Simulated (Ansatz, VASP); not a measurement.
# InAg2HgF6: VASP beside Ansatz

Aim: how closely do two programs agree when they are given the same cell, functional and k mesh? The cell is invented: As first built, before any earlier steps moved the atoms: it takes the Cs2InHgF6 structure with some of its atoms replaced by other elements, volume scaled by an estimate. It may not be a known or stable phase. The cell comes out of the VASP series on this material, whose earlier steps may have relaxed, scaled or displaced it; both programs get it as it stands.

Main program and level: Ansatz 0.2.0; plane waves, with VASP 6.6.1 beside it; single point at r2SCAN.

## (1) The structure

The cell holds 80 atoms: 8 Hg, 8 In, 16 Ag and 48 F. Cell: a = 12.428 Å, b = 12.428 Å, c = 12.428 Å, α = 60.0°, β = 60.0°, γ = 60.0°. It derives from InAg2HgF6. As first built, before any earlier steps moved the atoms: sites of the Cs2InHgF6 structure (space group 225) filled with other elements, volume scaled by an estimate.

## (2) Ansatz: single point, r2SCAN

Ansatz runs on its default PAW (the set named soft_2) files.

With cell and atoms fixed, the geometry can't cause a difference; cores, projectors, grids and the points listed under the comparison can.

input.yaml

```yaml
crystal:
  lattice:
    - [0.0, 8.7878855314, 8.7878855314]
    - [8.7878855314, 0.0, 8.7878855314]
    - [8.7878855314, 8.7878855314, 0.0]
  atoms:
    - { symbol: Hg, position: [0.25, 0.25, 0.25] }
    - { symbol: Hg, position: [0.25, 0.25, 0.75] }
    - { symbol: Hg, position: [0.25, 0.75, 0.25] }
    - { symbol: Hg, position: [0.25, 0.75, 0.75] }
    - { symbol: Hg, position: [0.75, 0.25, 0.25] }
    - { symbol: Hg, position: [0.75, 0.25, 0.75] }
    - { symbol: Hg, position: [0.75, 0.75, 0.25] }
    - { symbol: Hg, position: [0.75, 0.75, 0.75] }
    - { symbol: In, position: [0.0, 0.0, 0.0] }
    - { symbol: In, position: [0.0, 0.0, 0.5] }
    - { symbol: In, position: [0.0, 0.5, 0.0] }
    - { symbol: In, position: [0.0, 0.5, 0.5] }
    - { symbol: In, position: [0.5, 0.0, 0.0] }
    - { symbol: In, position: [0.5, 0.0, 0.5] }
    - { symbol: In, position: [0.5, 0.5, 0.0] }
    - { symbol: In, position: [0.5, 0.5, 0.5] }
    - { symbol: Ag, position: [0.375, 0.375, 0.375] }
    - { symbol: Ag, position: [0.375, 0.375, 0.875] }
    - { symbol: Ag, position: [0.375, 0.875, 0.375] }
    - { symbol: Ag, position: [0.375, 0.875, 0.875] }
    - { symbol: Ag, position: [0.875, 0.375, 0.375] }
    - { symbol: Ag, position: [0.875, 0.375, 0.875] }
    - { symbol: Ag, position: [0.875, 0.875, 0.375] }
    - { symbol: Ag, position: [0.875, 0.875, 0.875] }
    - { symbol: Ag, position: [0.125, 0.125, 0.125] }
    - { symbol: Ag, position: [0.125, 0.125, 0.625] }
    - { symbol: Ag, position: [0.125, 0.625, 0.125] }
    - { symbol: Ag, position: [0.125, 0.625, 0.625] }
    - { symbol: Ag, position: [0.625, 0.125, 0.125] }
    - { symbol: Ag, position: [0.625, 0.125, 0.625] }
    - { symbol: Ag, position: [0.625, 0.625, 0.125] }
    - { symbol: Ag, position: [0.625, 0.625, 0.625] }
    - { symbol: F, position: [0.3809504959, 0.1190495041, 0.1190495041] }
    - { symbol: F, position: [0.3809504959, 0.1190495041, 0.6190495041] }
    - { symbol: F, position: [0.3809504959, 0.6190495041, 0.1190495041] }
    - { symbol: F, position: [0.3809504959, 0.6190495041, 0.6190495041] }
    - { symbol: F, position: [0.8809504959, 0.1190495041, 0.1190495041] }
    - { symbol: F, position: [0.8809504959, 0.1190495041, 0.6190495041] }
    - { symbol: F, position: [0.8809504959, 0.6190495041, 0.1190495041] }
    - { symbol: F, position: [0.8809504959, 0.6190495041, 0.6190495041] }
    - { symbol: F, position: [0.1190495041, 0.1190495041, 0.3809504959] }
    - { symbol: F, position: [0.1190495041, 0.1190495041, 0.8809504959] }
    - { symbol: F, position: [0.1190495041, 0.6190495041, 0.3809504959] }
    - { symbol: F, position: [0.1190495041, 0.6190495041, 0.8809504959] }
    - { symbol: F, position: [0.6190495041, 0.1190495041, 0.3809504959] }
    - { symbol: F, position: [0.6190495041, 0.1190495041, 0.8809504959] }
    - { symbol: F, position: [0.6190495041, 0.6190495041, 0.3809504959] }
    - { symbol: F, position: [0.6190495041, 0.6190495041, 0.8809504959] }
    - { symbol: F, position: [0.1190495041, 0.3809504959, 0.3809504959] }
    - { symbol: F, position: [0.1190495041, 0.3809504959, 0.8809504959] }
    - { symbol: F, position: [0.1190495041, 0.8809504959, 0.3809504959] }
    - { symbol: F, position: [0.1190495041, 0.8809504959, 0.8809504959] }
    - { symbol: F, position: [0.6190495041, 0.3809504959, 0.3809504959] }
    - { symbol: F, position: [0.6190495041, 0.3809504959, 0.8809504959] }
    - { symbol: F, position: [0.6190495041, 0.8809504959, 0.3809504959] }
    - { symbol: F, position: [0.6190495041, 0.8809504959, 0.8809504959] }
    - { symbol: F, position: [0.1190495041, 0.3809504959, 0.1190495041] }
    - { symbol: F, position: [0.1190495041, 0.3809504959, 0.6190495041] }
    - { symbol: F, position: [0.1190495041, 0.8809504959, 0.1190495041] }
    - { symbol: F, position: [0.1190495041, 0.8809504959, 0.6190495041] }
    - { symbol: F, position: [0.6190495041, 0.3809504959, 0.1190495041] }
    - { symbol: F, position: [0.6190495041, 0.3809504959, 0.6190495041] }
    - { symbol: F, position: [0.6190495041, 0.8809504959, 0.1190495041] }
    - { symbol: F, position: [0.6190495041, 0.8809504959, 0.6190495041] }
    - { symbol: F, position: [0.3809504959, 0.1190495041, 0.3809504959] }
    - { symbol: F, position: [0.3809504959, 0.1190495041, 0.8809504959] }
    - { symbol: F, position: [0.3809504959, 0.6190495041, 0.3809504959] }
    - { symbol: F, position: [0.3809504959, 0.6190495041, 0.8809504959] }
    - { symbol: F, position: [0.8809504959, 0.1190495041, 0.3809504959] }
    - { symbol: F, position: [0.8809504959, 0.1190495041, 0.8809504959] }
    - { symbol: F, position: [0.8809504959, 0.6190495041, 0.3809504959] }
    - { symbol: F, position: [0.8809504959, 0.6190495041, 0.8809504959] }
    - { symbol: F, position: [0.3809504959, 0.3809504959, 0.1190495041] }
    - { symbol: F, position: [0.3809504959, 0.3809504959, 0.6190495041] }
    - { symbol: F, position: [0.3809504959, 0.8809504959, 0.1190495041] }
    - { symbol: F, position: [0.3809504959, 0.8809504959, 0.6190495041] }
    - { symbol: F, position: [0.8809504959, 0.3809504959, 0.1190495041] }
    - { symbol: F, position: [0.8809504959, 0.3809504959, 0.6190495041] }
    - { symbol: F, position: [0.8809504959, 0.8809504959, 0.1190495041] }
    - { symbol: F, position: [0.8809504959, 0.8809504959, 0.6190495041] }
hamiltonian:
  xc: r2scan
  pseudopotentials: { kind: paw }
kpoints:
  mp_grid: { grid: [3, 3, 3] }
scf:
  occupations: { method: methfessel_paxton, width: 0.2 }
  n_extra_bands: 24
output:
  forces: true
  stress: true
  eigenvalues: true
  write_density: true
  write_potential: true
  elf: true
  volumetric_format: npy
```

Launch:

```bash
ansatz run input.yaml --threads 16 --pin off --max-ram 36864MiB --backend cpu --events-out ev --progress --plain --runs-dir out
```

Numbers of over 12 decimals in the logs are rounded to 6 here.

Output:

```text
scf.n_extra_bands = 24 over 452 filled bands (N_el = 904.0): the run solves 476 bands
Engine: ansatz 0.2.0, aarch64-unknown-linux-gnu
Pseudopotentials: kind: paw
Pseudopotential: Hg, paw, valence charge 20, recommended cutoff 500 eV (meta_gga), Hg.paw.azcp
Pseudopotential: In, paw, valence charge 13, recommended cutoff 500 eV (meta_gga), In.paw.azcp
Pseudopotential: Ag, paw, valence charge 19, recommended cutoff 500 eV (meta_gga), Ag.paw.azcp
Pseudopotential: F, paw, valence charge 7, recommended cutoff 500 eV (meta_gga), F.paw.azcp
Functional definition: r2SCAN
  parameter k0 = 0.174
  parameter k1 = 0.065
  parameter a1 = 4.9479
  exchange = r2scan_x(k0 = k0, k1 = k1, a1 = a1)
  correlation = r2scan_c
Crystal: 80 atoms, lattice volume = 1357.323 Å³
Basis set: ecut = 500 eV, 34333 PW (Γ), exchange–correlation on 384×384×384 points (64 copies of the dense FFT grid, shifted against one another)
Bands: 476, of which v1, the nominal top of the filled ones, is band 452 counted from 1 (451 counted from 0)
Symmetry: 384 space group operations
Space group: Fm-3m (ITA 225), of the structure as read, at distance tolerance 1.1e-4 Å
k-points: 4 of 27
Non-local potential: Hg, projectors of the file, l = 0: 3, l = 1: 2, l = 2: 2, l = 3: 1
Non-local potential: In, projectors of the file, l = 0: 2, l = 1: 2, l = 2: 2, l = 3: 2
Non-local potential: Ag, projectors of the file, l = 0: 3, l = 1: 2, l = 2: 2, l = 3: 1
Non-local potential: F, projectors of the file, l = 0: 2, l = 1: 2, l = 2: 1
PAW form: soft (Blöchl's): semilocal exchange-correlation on the pseudo side does not see the compensation charge
PAW frozen core: Hg, regenerated for the run's functional (the file was generated under x = pbe(κ = 0.804, μ = 0.219515), c = pbe(β = 0.066725))
PAW frozen core: In, regenerated for the run's functional (the file was generated under x = pbe(κ = 0.804, μ = 0.219515), c = pbe(β = 0.066725))
PAW frozen core: Ag, regenerated for the run's functional (the file was generated under x = pbe(κ = 0.804, μ = 0.219515), c = pbe(β = 0.066725))
PAW frozen core: F, regenerated for the run's functional (the file was generated under x = pbe(κ = 0.804, μ = 0.219515), c = pbe(β = 0.066725))
PAW one-centre angular grid: Hg, 590 points (default); XC on 160 Gauss nodes
PAW one-centre angular grid: In, 590 points (default); XC on 289 of its mesh's 2783 points in the sphere
PAW one-centre angular grid: Ag, 590 points (default); XC on 160 Gauss nodes
PAW one-centre angular grid: F, 302 points (default); XC on 160 Gauss nodes
Initial density: superposition of atomic densities (neutral atoms: chi_scale 0, normalization atom), corrected by the library's trained network
Initial wavefunctions: pseudopotential atomic-orbital guess
Functional: x = r2scan, c = r2scan; τ floored in thin density (d = 2e-4 eV/Å³)
SCF iter   1: F=—  HF=-316038.145351 eV  |F-HF|=—  |Δ(HF+E_count)|=         —  Δρ=8.31e-3  dr2=7.41e-1  dr2_τ=1.71e0  ethr=1.77e-3  ⟨swp⟩=5.0  Hψ=7130  notcnv=0
preconditioner: auto → LDOS  [insulator: Δε(μ)=0.231 eV  Ē_g=10.771 eV  σ=0.200 eV  W_gap=0.77  n_scr=338 (ndim 8)  ℏωp=26.9 eV  f_vac=0.081  D(μ)=10.02/eV (n_scr^D=26)  ε∞_Penn≈7.2  β→1.0]
SCF iter   2: F=—  HF=-316038.911892 eV  |F-HF|=—  |Δ(HF+E_count)|=   7.67e-1  S|Δr|=    0.00e0  Δρ=6.31e-3  dr2=3.65e-1  dr2_τ=2.96e-2  ethr=8.20e-5  ⟨swp⟩=2.2  Hψ=3915  notcnv=0  defer=34
SCF iter   3: F=—  HF=-316038.797511 eV  |F-HF|=—  |Δ(HF+E_count)|=   1.14e-1  S|Δr|=    0.00e0  Δρ=1.78e-3  dr2=3.44e-2  dr2_τ=2.16e-3  ethr=4.04e-5  ⟨swp⟩=2.0  Hψ=3644  notcnv=0  defer=34
SCF iter   4: F=—  HF=-316038.786843 eV  |F-HF|=—  |Δ(HF+E_count)|=   1.07e-2  S|Δr|=    0.00e0  Δρ=3.55e-4  dr2=1.19e-3  dr2_τ=1.24e-4  ethr=3.81e-6  ⟨swp⟩=2.0  Hψ=3644  notcnv=0  defer=34
SCF iter   5: F=—  HF=-316038.786554 eV  |F-HF|=—  |Δ(HF+E_count)|=   2.89e-4  S|Δr|=    0.00e0  Δρ=5.20e-5  dr2=1.88e-5  dr2_τ=5.91e-6  ethr=1.31e-7  ⟨swp⟩=2.0  Hψ=3297  notcnv=0  defer=34
SCF iter   6: F=—  HF=-316038.782397 eV  |F-HF|=—  |Δ(HF+E_count)|=   4.16e-3  S|Δr|=    0.00e0  Δρ=1.33e-5  dr2=1.71e-6  dr2_τ=2.20e-7  ethr=2.08e-9  ⟨swp⟩=2.0  Hψ=3490  notcnv=0  defer=34
SCF iter   7: F=—  HF=-316038.782397 eV  |F-HF|=—  |Δ(HF+E_count)|=   2.62e-7  S|Δr|=    0.00e0  Δρ=3.41e-6  dr2=1.14e-7  dr2_τ=1.42e-8  ethr=1.89e-10  ⟨swp⟩=2.0  Hψ=3532  notcnv=0  defer=34
SCF iter   8: F=-316038.782397 eV  HF=-316038.782397 eV  |F-HF|=5.82e-10  |Δ(HF+E_count)|=   2.29e-8  S|Δr|=    0.00e0  Δρ=7.28e-7  dr2=5.63e-9  dr2_τ=6.41e-10  ethr=1.11e-11  ⟨swp⟩=12.8  Hψ=13177  notcnv=0
SCF 1 converged in 8 iterations: F = -316038.782397 eV  dr2 = 5.63e-9
  greatest PAW one-centre occupation: 1.003 electrons in one spin orbital (limit 2), on the Ag atom at site 31 (counted from 0), in its partial waves of l = 1
SCF converged after 8 iterations
Stability not checked: this state was not tested for a lower state beside it, because cold or Methfessel-Paxton smearing, or corrected tetrahedra, fill the levels in a way that the test cannot read (fill_not_monotonic; see scf.lower_state_search)
Free energy (F): -316038.782397 eV
Harris-Foulkes:  -316038.782397 eV  (|F-HF|=5.82e-10)
Internal energy: -316038.782350 eV  (E = F + TS)
E sigma→0 (E₀):  -316038.782385 eV
Entropy (-TS):   -0.000047 eV (-0.001 meV/atom)
Fermi energy:    7.702120 eV
--- Per-component energies (eV) ---
  E_band       = -12929.269109
  E_kinetic    = 25185.627018
  E_local      = -108799.721862  (includes V_loc(G=0)·N_el)
  E_nonlocal   = 8495.954454
  E_hartree    = 45310.024307
  E_xc         = -9823.302093
  E_vxc        = -12795.605269  (∫ρ·V_xc dr)
  E_paw        = -185890.377175  (= ΣΔE_a)
  E_vpaw       = -16555.510662  (= ΣTr[D̂ρ^β])
  E_aug_tail   = 0.053768  (compensation charges beyond the density's cutoff)
  E_vtau       = 919.880243  (kinetic-family band-sum trace: ∫τ·v_τ [+ j·A + Jᵃ·Aᵃ] dr)
  E_ewald      = -90513.917947
  E_core_change = -3.122820  (= ΣΔE_core)
  E_smearing   = -0.000047  (= −TS)
  E_closure    = -0.000000  (closes the sum)
  Σ components = -316038.782397   (vs F -316038.782397, Δ=0.00e0)
--- Forces (eV/Å), atoms counted from 1 ---
  atom   1  Hg     0.00000000     0.00000000    -0.00000000
  atom   2  Hg     0.00000000    -0.00000000     0.00000000
  atom   3  Hg     0.00000000    -0.00000000     0.00000000
  atom   4  Hg     0.00000000    -0.00000000    -0.00000000
  atom   5  Hg     0.00000000    -0.00000000    -0.00000000
  atom   6  Hg     0.00000000     0.00000000     0.00000000
  atom   7  Hg     0.00000000     0.00000000    -0.00000000
  atom   8  Hg     0.00000000    -0.00000000    -0.00000000
  atom   9  In     0.00000000     0.00000000     0.00000000
  atom  10  In     0.00000000     0.00000000     0.00000000
  atom  11  In     0.00000000    -0.00000000     0.00000000
  atom  12  In     0.00000000    -0.00000000     0.00000000
  atom  13  In     0.00000000    -0.00000000     0.00000000
  atom  14  In     0.00000000    -0.00000000    -0.00000000
  atom  15  In     0.00000000     0.00000000     0.00000000
  atom  16  In     0.00000000    -0.00000000    -0.00000000
  atom  17  Ag    -0.00000000    -0.00000000     0.00000000
  atom  18  Ag    -0.00000000    -0.00000000     0.00000000
  atom  19  Ag    -0.00000000    -0.00000000    -0.00000000
  atom  20  Ag    -0.00000000    -0.00000000    -0.00000000
  atom  21  Ag     0.00000000    -0.00000000     0.00000000
  atom  22  Ag    -0.00000000     0.00000000     0.00000000
  atom  23  Ag     0.00000000    -0.00000000    -0.00000000
  atom  24  Ag    -0.00000000    -0.00000000    -0.00000000
[...]
atom  73  F      0.00000000     0.00000000     0.29798404
  atom  74  F      0.00000000     0.00000000     0.29798404
  atom  75  F      0.00000000    -0.00000000     0.29798404
  atom  76  F      0.00000000     0.00000000     0.29798404
  atom  77  F      0.00000000     0.00000000     0.29798404
  atom  78  F      0.00000000     0.00000000     0.29798404
  atom  79  F      0.00000000     0.00000000     0.29798404
  atom  80  F      0.00000000     0.00000000     0.29798404
  max |Σ_I F_I| component: 4.00e-15 eV/Å
--- Stress (GPa, compression-positive) ---
       -1.415204       0.000000       0.000000
        0.000000      -1.415204      -0.000000
        0.000000       0.000000      -1.415204
  P = ⅓ Tr σ = -1.4152 GPa (-14.152 kbar)
--- Band table (eV) ---
  k-point 0: bands = [... 448 lower, 5.6900, 7.9068, 7.9068, 7.9068, 7.9068, 8.1951, 8.1951, 8.1951, ... 20 higher]
  k-point 1: bands = [... 448 lower, 6.0694, 6.9649, 7.8639, 7.8639, 7.8639, 8.1104, 8.1104, 8.1104, ... 20 higher]
  k-point 2: bands = [... 448 lower, 6.1956, 7.3570, 7.5284, 7.5284, 7.5284, 7.5284, 8.6807, 8.6807, ... 20 higher]
  k-point 3: bands = [... 448 lower, 6.6086, 6.9029, 6.9029, 7.6296, 7.6296, 8.3334, 8.4012, 8.4012, ... 20 higher]
```

Wall time 87 s (16 threads of Arm Neoverse N1, shared host); peak memory 16 GiB.

The run ends at a pressure of -1.42 GPa, with forces up to 0.30 eV/Å.

[end of part 1 of 2]

[Lines on the potential files, build, host, timing and source positions are cut from VASP's logs without a mark.]

[Logs are printed without paths, hosts, clocks, repeated set-up lines and the standing remarks that a program may print on its own settings, such as how far it seeks lower states.]

[Hosts, paths, dates, database ids (printed as entryN), source tags and the programs' standing remarks are cut or masked in the printed files.]
